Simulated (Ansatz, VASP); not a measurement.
# One calculation of PIr, two programs

INCAR

```
SYSTEM = PIr
  PREC = Accurate
  ENCUT = 520
  EDIFF = 1E-6
  ISMEAR = -1
  SIGMA = 0.05
  LREAL = .False.
  LASPH = .True.
  NELM = 100
  ALGO = Normal
  ISIF = 2
  LWAVE = .False.
  LCHARG = .True.
  GGA = CA
  LELF = .True.
  LVHAR = .True.
  NBANDS = 14
```

KPOINTS

```
Automatic mesh
0
Gamma
  12 12 12
  0 0 0
```

File POSCAR:

```
PIr
1.0
    0.0000000000      2.5418188147      2.5418188147
    2.5418188147      0.0000000000      2.5418188147
    2.5418188147      2.5418188147      0.0000000000
Ir P
1 1
Direct
    0.0000000000      0.0000000000      0.0000000000
    0.2500000000      0.2500000000      0.2500000000
```

Input for Ansatz:

```yaml
crystal:
  lattice:
    - [0.0, 2.5418188147, 2.5418188147]
    - [2.5418188147, 0.0, 2.5418188147]
    - [2.5418188147, 2.5418188147, 0.0]
  atoms:
    - { symbol: Ir, position: [0.0, 0.0, 0.0] }
    - { symbol: P, position: [0.25, 0.25, 0.25] }
kpoints:
  mp_grid: { grid: [12, 12, 12] }
scf:
  occupations: { method: fermi_dirac, width: 0.05 }
hamiltonian:
  xc: lda
  pseudopotentials: { kind: paw }
output:
  forces: true
  stress: true
  eigenvalues: true
  populations: true
```

Change from the starting cell: volume scaled by 0.95, PAW files.

Alike in both runs: task single point; functional LDA; k mesh 12 × 12 × 12; occupations fermi-dirac, width 0.05 eV; no spin polarisation.

|  | VASP | Ansatz |
| --- | --- | --- |
| version | VASP 6.6.1 | Ansatz 0.2.0 |
| potentials or method | VASP PAW LDA potentials, release 64 (Ir, P) | PAW with Ansatz's default frozen-core files, scalar-relativistic |
| plane-wave cutoff (eV) | 520 | 420 |
| valence electrons in the cell | 14 | 22 |

Ansatz gave:

| Quantity | Value |
| --- | --- |
| pressure (GPa) | 11.3 |

Question: Which values does VASP return?

Answer: Pressure (GPa): 12.7.

The two sets of potentials don't hold the same shells in valence.

The runs have no spin-orbit coupling, so splittings on Ir are missing.
